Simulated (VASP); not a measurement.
**ScInTeSe: band structure with PBE**

Crystal: ScInTeSe.

```
Sc In Te Se
1.0
     4.06436    0.00000    0.00000
    -2.03218    3.51984    0.00000
     0.00000    0.00000   15.85373
Sc In Te Se
2 2 2 2
Direct
  0.00000 0.00000 0.26370
  0.00000 0.00000 0.73630
  0.33333 0.66667 0.50000
  0.66667 0.33333 0.00000
  0.33333 0.66667 0.15193
  0.33333 0.66667 0.84806
  0.66667 0.33333 0.35500
  0.66667 0.33333 0.64500
```

The cell was built by a generator and needn't be a form met in nature.

| Quantity | Value |
| --- | --- |
| Program | VASP 6.6.1 |
| Task | band structure |
| Functional | PBE |
| Potentials or basis | VASP PAW PBE potentials, release 64 (Sc_sv, In_d, Te, Se) |
| Cutoff | 520 eV |
| k mesh | 8 × 8 × 2 |
| Occupations | gaussian, width 0.1 eV |
| Spin | no spin polarisation |
| Further INCAR settings | ALGO = Normal; EDIFF = 1e-07 |

The band gap along the path is none (metal or under the smearing width).

Levels at the corners of the path, in eV from the Fermi level:
| point | band 33 | band 34 | band 35 | band 36 | band 37 | band 38 | band 39 | band 40 |
| --- | --- | --- | --- | --- | --- | --- | --- | --- |
| Γ | -0.91 | -0.82 | -0.82 | 0.11 | 0.61 | 0.61 | 0.62 | 0.62 |
| M | -2.66 | -2.16 | -1.95 | -1.61 | 0.08 | 0.17 | 0.36 | 0.75 |
| M | -2.66 | -2.16 | -1.95 | -1.61 | 0.08 | 0.17 | 0.36 | 0.75 |
| K | -2.88 | -2.57 | -2.36 | -2.16 | 0.03 | 0.63 | 0.87 | 0.96 |
| K | -2.88 | -2.57 | -2.36 | -2.16 | 0.03 | 0.63 | 0.87 | 0.96 |
| Γ | -0.91 | -0.82 | -0.82 | 0.11 | 0.61 | 0.61 | 0.62 | 0.62 |
| Γ | -0.91 | -0.82 | -0.82 | 0.11 | 0.61 | 0.61 | 0.62 | 0.62 |
| A | -0.89 | -0.84 | -0.84 | -0.75 | 0.62 | 0.62 | 0.62 | 0.62 |
| A | -0.89 | -0.84 | -0.84 | -0.75 | 0.62 | 0.62 | 0.62 | 0.62 |
| L | -2.15 | -2.08 | -2.01 | -1.96 | 0.07 | 0.14 | 0.45 | 0.67 |
| L | -2.15 | -2.08 | -2.01 | -1.96 | 0.07 | 0.14 | 0.45 | 0.67 |
| H | -3.27 | -2.87 | -2.18 | -2.00 | 0.26 | 0.38 | 0.84 | 0.87 |
| H | -3.27 | -2.87 | -2.18 | -2.00 | 0.26 | 0.38 | 0.84 | 0.86 |
| A | -0.89 | -0.84 | -0.84 | -0.75 | 0.62 | 0.62 | 0.62 | 0.62 |
| L | -2.15 | -2.08 | -2.01 | -1.96 | 0.07 | 0.14 | 0.45 | 0.67 |
| M | -2.66 | -2.16 | -1.95 | -1.61 | 0.08 | 0.17 | 0.36 | 0.75 |
| K | -2.88 | -2.57 | -2.36 | -2.16 | 0.03 | 0.63 | 0.87 | 0.96 |
| H | -3.27 | -2.87 | -2.18 | -2.00 | 0.26 | 0.38 | 0.84 | 0.87 |

Run time: 24 min on 1 thread of Intel(R) Xeon(R) Platinum 8488C (Sapphire Rapids) (shared host), peak memory 1.6 GiB.

Caveat: the log is that of the step along the path at fixed density, whose energy, stress, charges and moments have no meaning; spin-orbit coupling is left out, which moves the levels of the heavy elements.
